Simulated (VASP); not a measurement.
Input of a VASP 6.6.1 run:

INCAR

```
PREC     = Accurate       # precision mode
ENCUT    = 600            # plane-wave cutoff, eV
EDIFF    = 1E-7           # SCF threshold, eV
ISMEAR   = 0              # smearing method
SIGMA    = 0.02           # smearing width, eV
LREAL    = False          # projectors in reciprocal space
LASPH    = True           # aspherical terms in the spheres
NELM     = 60             # most SCF steps
ALGO     = Normal         # electronic algorithm
ISIF     = 3              # what is computed and relaxed
LWAVE    = False          # write WAVECAR
LCHARG   = False          # write CHGCAR
GGA      = PE             # functional
IBRION   = 2              # ionic algorithm
NSW      = 100            # ionic steps
EDIFFG   = -0.005         # ionic threshold
```

KPOINTS

```
regular mesh
0
Gamma
  9 9 4
```

POSCAR

```
CdSe
1.0
    4.3000000000      0.0000000000      0.0000000000
   -2.1500000000      3.7239092363      0.0000000000
    0.0000000000      0.0000000000      7.0200000000
Cd Se
2 2
Direct
    0.3333333333      0.6666666667      0.0000000000
    0.6666666667      0.3333333333      0.5000000000
    0.3333333333      0.6666666667      0.3850000000
    0.6666666667      0.3333333333      0.8850000000
```

Potentials or basis: VASP PAW PBE potentials, release 64 (Cd, Se).

Run with:

```bash
$ cat potpaw_PBE.64/Cd/POTCAR potpaw_PBE.64/Se/POTCAR > POTCAR
$ mpirun -np 1 vasp_std > vasp.out
```

(1) What does it give for the relaxed volume?

(2) Predict the relaxed cell.

(3) What does it give for the band gap on the k mesh?

(4) What does it give for the space group after relaxing (to 0.05 Å)?

Results:

(1) 29.90 Å³/atom.

(2) a = 4.390 Å, b = 4.390 Å, c = 7.166 Å, α = 90.00°, β = 90.00°, γ = 120.00°.

(3) 0.53 eV, direct.

(4) P6_3mc (No. 186).
